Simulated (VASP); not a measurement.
# LiVP (P6_3mc) in VASP: single point with r2SCAN

Aim: the single point of LiVP with r2SCAN.

All numbers are computed with VASP 6.6.1; they aren't measurements. Logs are shortened: lines on timing, memory, paths and dates and some standing lists are left out, and cuts for length are marked.

**1. Starting point**

Symmetry: P6_3mc, No. 186, hexagonal system. The conventional cell has a = 4.012 Å, b = 4.012 Å, c = 6.517 Å, α = 90.00°, β = 90.00°, γ = 120.00°. V (site symmetry 3m) is surrounded by 4 P at 2.43 to 2.51 Å. Around P (site symmetry 3m) lie 4 V at 2.43 to 2.51 Å and 3 Li at 2.47 Å. Li (site symmetry 3m) is surrounded by 3 P at 2.47 Å and 6 V at 2.83 to 2.84 Å.

The cell was built by a generator and needn't be a form met in nature.

**2. Single point, r2SCAN, collinear spin, typed start**

File INCAR:

```
ALGO = Normal ; EDIFF = 1E-6
ENCUT = 520 ; ISIF = 2
ISMEAR = -1 ; ISPIN = 2
LASPH = True ; LCHARG = False
LMAXMIX = 4 ; LMIXTAU = True
LORBIT = 11 ; LREAL = False
LWAVE = False ; MAGMOM = 2 2 0 0 0 0
METAGGA = R2SCAN ; NBANDS = 34
NELM = 150 ; PREC = Accurate
SIGMA = 0.1
```

File KPOINTS:

```
k-points
0
Gamma
  7 7 4
```

File POSCAR:

```
LiVP
1.0
    4.0115311200     -0.0000002887      0.0000000000
   -2.0057653100      3.4740911743      0.0000000000
    0.0000000000      0.0000000000      6.5174159700
V P Li
2 2 2
Direct
    0.3332990343      0.6666653624      0.0377069347
    0.6666336718      0.3333346376      0.5377069347
    0.3333005151      0.6666683796      0.4230365610
    0.6666321354      0.3333316204      0.9230365610
   -0.0000313236      0.0000027093      0.2892565043
   -0.0000340330     -0.0000027093      0.7892565043
```

Potentials or basis: VASP PAW PBE potentials, release 64 (V_sv, P, Li_sv).

Launch:

```sh
$ cat potpaw_PBE.64/V_sv/POTCAR potpaw_PBE.64/P/POTCAR potpaw_PBE.64/Li_sv/POTCAR > POTCAR
$ mpirun -np 1 vasp_std > vasp.out
```

OUTCAR:

```text
EDIFF = 1E-6
   ENCUT = 520
   ISIF = 2
   ISMEAR = -1
   ISPIN = 2
   LASPH = True
   LORBIT = 11
   LREAL = False
   METAGGA = R2SCAN
   NELM = 150
   PREC = Accurate

 ion  position               nearest neighbor table
   1  0.333  0.667  0.038-   4 2.43   4 2.43   4 2.43   3 2.51
   2  0.667  0.333  0.538-   3 2.43   3 2.43   3 2.43   4 2.51
   3  0.333  0.667  0.423-   2 2.43   2 2.43   2 2.43   5 2.47   5 2.47   5 2.47   1 2.51
   4  0.667  0.333  0.923-   1 2.43   1 2.43   1 2.43   6 2.47   6 2.47   6 2.47   2 2.51
   5  1.000  0.000  0.289-   3 2.47   3 2.47   3 2.47
   6  1.000  1.000  0.789-   4 2.47   4 2.47   4 2.47

  LATTYP: Found a hexagonal cell.
 ALAT       =     4.0115311200
 C/A-ratio  =     1.6246704251

  Lattice vectors:

 A1 = (   4.0115311200,  -0.0000002887,   0.0000000000)
 A2 = (  -2.0057653100,   3.4740911743,   0.0000000000)
 A3 = (   0.0000000000,   0.0000000000,   6.5174159700)

Analysis of symmetry for initial positions (statically):
=====================================================================
 Subroutine PRICEL returns:
 Original cell was already a primitive cell.

 Routine SETGRP: Setting up the symmetry group for a
 hexagonal supercell.

 Subroutine GETGRP returns: Found 12 space group operations
 (whereof  1 operations were pure point group operations)
 out of a pool of 24 trial point group operations.

The static configuration has the point symmetry C_1 .
 The point group associated with its full space group is C_6v.

Analysis of symmetry for dynamics (positions and initial velocities):
=====================================================================
 Subroutine PRICEL returns:
 Original cell was already a primitive cell.

 Routine SETGRP: Setting up the symmetry group for a
 hexagonal supercell.

 Subroutine GETGRP returns: Found 12 space group operations
 (whereof  1 operations were pure point group operations)
 out of a pool of 24 trial point group operations.

The dynamic configuration has the point symmetry C_1 .
 The point group associated with its full space group is C_6v.

Analysis of structural, dynamic, and magnetic symmetry:
=====================================================================
 Subroutine PRICEL returns:
 Original cell was already a primitive cell.

 Routine SETGRP: Setting up the symmetry group for a
 hexagonal supercell.

 Subroutine GETGRP returns: Found 12 space group operations
 (whereof  1 operations were pure point group operations)
 out of a pool of 24 trial point group operations.

[... 143 lines left out ...]
 NGX is ok and might be reduce to    30
   NGX = 15   NGY = 15   NGZ = 25

 number of electron      42.0000040 magnetization       5.2943732

 Free energy of the ion-electron system (eV)
  ---------------------------------------------------
  ext. energy  EPLUGINS =         0.00000000
  ---------------------------------------------------
  free energy    TOTEN  =       -54.22308849 eV

  energy without entropy =      -54.14546961  energy(sigma->0) =      -54.18427905

 E-fermi :   6.6083     XC(G=0): -10.8606

 val. band max:        6.6061775802   @ k =   0.2857   0.2857   0.5000
 cond. band min:       6.6344358818   @ k =   0.4286   0.0000   0.2500
 fundamental gap:      0.0282583016
 Fermi energy:         6.6082573110

 spin component 1

 k-point     1 :       0.0000    0.0000    0.0000
  band No.  band energies     occupation
      1     -61.1851      1.00000
      2     -61.1842      1.00000
      3     -41.3442      1.00000
      4     -41.3411      1.00000
      5     -33.9974      1.00000
      6     -33.9876      1.00000
[... 853 lines left out ...]
     32      12.1803      0.00000
     33      13.6711      0.00000
 Fermi energy:         6.6082573110

 spin component 2

 k-point     1 :       0.0000    0.0000    0.0000
  band No.  band energies     occupation
      1     -58.3212      1.00000
      2     -58.3202      1.00000
      3     -41.3488      1.00000
      4     -41.3457      1.00000
      5     -31.1592      1.00000
      6     -31.1404      1.00000
[... 853 lines left out ...]
     32      13.2355      0.00000
     33      14.3621      0.00000
 [bands above 33 left out]

------------------------ aborting loop because EDIFF is reached ----------------------------------------

  FORCE on cell =-STRESS in cart. coord.  units (eV):
  Direction    XX          YY          ZZ          XY          YZ          ZX
  --------------------------------------------------------------------------------------
  -------------------------------------------------------------------------------------
  Total        0.9330046      0.9330063     -0.3435449     -0.0000000      0.0000000      0.0000000
  in kB       16.4576396     16.4576697     -6.0599249     -0.0000000      0.0000000      0.0000000
  external PRESSURE =       8.9517948 kB  Pullay stress =       0.0000000 kB

 VOLUME and BASIS-vectors are now :
 -----------------------------------------------------------------------------
  energy-cutoff  :      520.00
  volume of cell :       90.83
      direct lattice vectors                 reciprocal lattice vectors
     4.011531120 -0.000000289  0.000000000     0.249281387  0.143922521  0.000000000
    -2.005765310  3.474091174  0.000000000     0.000000021  0.287845077  0.000000000
     0.000000000  0.000000000  6.517415970     0.000000000  0.000000000  0.153435043

 POSITION                                       TOTAL-FORCE (eV/Angst)
 -----------------------------------------------------------------------------------
     -0.00013      2.31606      0.24575        -0.000000      0.000000     -0.020485
      2.00563      1.15803      3.50446        -0.000000      0.000000     -0.020485
     -0.00013      2.31607      2.75711         0.000000     -0.000000     -0.025787
      2.00563      1.15802      6.01581         0.000000     -0.000000     -0.025787
      4.01140      0.00001      1.88520        -0.000000     -0.000000      0.046272
      2.00563      3.47408      5.14391         0.000000      0.000000      0.046272
 -----------------------------------------------------------------------------------
    total drift:                               -0.003194     -0.022365      0.154474

  FREE ENERGIE OF THE ION-ELECTRON SYSTEM (eV)
  ---------------------------------------------------
  free  energy   TOTEN  =       -54.2230884887 eV

  energy  without entropy=      -54.1454696076  energy(sigma->0) =      -54.18427905

 total charge

# of ion       s       p       d       tot
------------------------------------------
    1        2.234   6.147   3.112  11.492
    2        2.234   6.147   3.112  11.492
    3        1.004   1.574   0.000   2.578
    4        1.004   1.574   0.000   2.578
    5        2.027   0.031   0.000   2.059
    6        2.027   0.031   0.000   2.059
--------------------------------------------------
tot         10.530  15.505   6.223  32.258

 magnetization (x)

# of ion       s       p       d       tot
------------------------------------------
    1        0.059   0.028   2.282   2.369
    2        0.059   0.028   2.282   2.369
    3       -0.021  -0.110   0.000  -0.130
    4       -0.021  -0.110   0.000  -0.130
    5        0.002   0.003   0.000   0.005
    6        0.002   0.003   0.000   0.005
--------------------------------------------------
tot          0.081  -0.157   4.565   4.488
```

stdout:

```text
POSCAR found type information on POSCAR V P Li
 POSCAR found :  3 types and       6 ions
 scaLAPACK will be used
 -----------------------------------------------------------------------------
|                                                                             |
|                                                                             |
|     You enforced a specific xc type in the INCAR file but a different       |
|     I HOPE YOU KNOW WHAT YOU ARE DOING!                                     |
|                                                                             |
 -----------------------------------------------------------------------------

 LDA part: xc-table for (None), standard interpolation
 POSCAR, INCAR and KPOINTS ok, starting setup
 FFT: planning ... GRIDC
 FFT: planning ... GRID_SOFT
 FFT: planning ... GRID
 WAVECAR not read
 entering main loop
```

Wall time 5.5 min (1 thread of Intel Xeon 6975P-C (Granite Rapids), shared host); peak memory 0.31 GiB.

What came out:

| Quantity | Value |
| --- | --- |
| Free energy | -54.2231 eV |
| Largest force | 0.046 eV/Å |
| Band gap on the k mesh | none (metal or under the smearing width) |
| Net moment | 5.29 μB per cell |
| Site moments | V +2.37; P -0.13; Li +0.01 μB |
| Valence electrons inside the program's atomic spheres | V 11.49; P 2.58; Li 2.06 |

Forces on the atoms (eV/Å):
```
V    0.000  0.000 -0.020
V    0.000  0.000 -0.020
P    0.000  0.000 -0.026
P    0.000  0.000 -0.026
Li   0.000  0.000  0.046
Li   0.000  0.000  0.046
```

Caveat: the cutoff is under 1.25 times the usual one of these potentials, so pressure, stress and relaxed cells hold a basis-set (Pulay) error; the PAW data sets were made with another functional, which shifts forces and pressure a little.
